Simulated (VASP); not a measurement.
Runs of VASP 6.6.1 on SrMg6Ni. It takes space group Amm2 (No. 38, orthorhombic). The conventional cell has a = 4.485 Å, b = 6.256 Å, c = 14.238 Å, α = 90.00°, β = 90.00°, γ = 90.00°. Sr (site symmetry mm2) is surrounded by 8 Mg at 3.28 to 3.61 Å and 2 Ni at 3.38 Å. Ni (site symmetry mm2) is surrounded by 6 Mg at 2.72 to 2.74 Å. Around Mg (site symmetry mm2) lie 8 Mg at 2.99 to 3.37 Å and 2 Sr at 3.35 Å. Mg (site symmetry m) is surrounded by 2 Ni at 2.74 Å and 3 Mg at 2.90 to 3.04 Å. Around Mg (site symmetry mm2) lie 6 Mg at 3.22 to 3.32 Å and 2 Ni at 3.38 Å. Mg (site symmetry m) is surrounded by 1 Ni at 2.72 Å and 5 Mg at 2.90 to 3.08 Å. The cell comes from a database or a generator and needn't be the stable form of this composition.

```csv
task,level,potentials or basis,U,cell,cutoff (eV),smearing,other keys,gap on the mesh (eV),pressure (GPa),moment (μB),largest force (eV/Å)
hyperfine couplings,LDA,"VASP PAW LDA potentials, release 64 (Sr_sv, Ni, Mg)",-,as given,520,fermi-dirac 0.02 eV,-,none,-2.9,0.00,0.21
band structure,PBEsol+U,"VASP PAW PBE potentials, release 64 (Sr_sv, Ni, Mg)",Ni d U = 4.5 eV,volume scaled by 0.88,520,fermi-dirac 0.05 eV,-,-,-,0.00,-
electric field gradients,LDA+U,"VASP PAW LDA potentials, release 64 (Sr_sv_GW, Ni_sv_GW, Mg_sv_GW)",Ni d U = 5.3 eV,as given,600,methfessel-paxton 0.1 eV,-,none,-3.2,0.00,0.21
optical spectrum,revPBE+U,"VASP PAW PBE potentials, release 64 (Sr_sv, Ni, Mg)",Ni d U = 6.2 eV,as given,520,gaussian 0.05 eV,ISYM = 1; PREC = High,none,0.6,0.00,(a)
```

Alike in all rows: spin collinear, ferromagnetic start; k mesh 6 × 5 × 5.

Q: Fill in the values left out.

A: (a) 0.08.

Caveats: the U is typed as a test and isn't derived for this compound (some runs); the PAW data sets were made with another functional, which shifts forces and pressure a little (some runs); spectra need much finer meshes, so this one isn't converged (some runs); independent-particle spectra lack excitons (some runs); the intraband (Drude) part of a metal's response may be missing (some runs).

A k mesh can miss the band edges, and the runs leave out spin-orbit coupling on Sr.

A gap of «none» marks a metal or a gap under the smearing width.

The runs don't all hold the same shells in valence.

Runs at the PBE level aren't shown here.
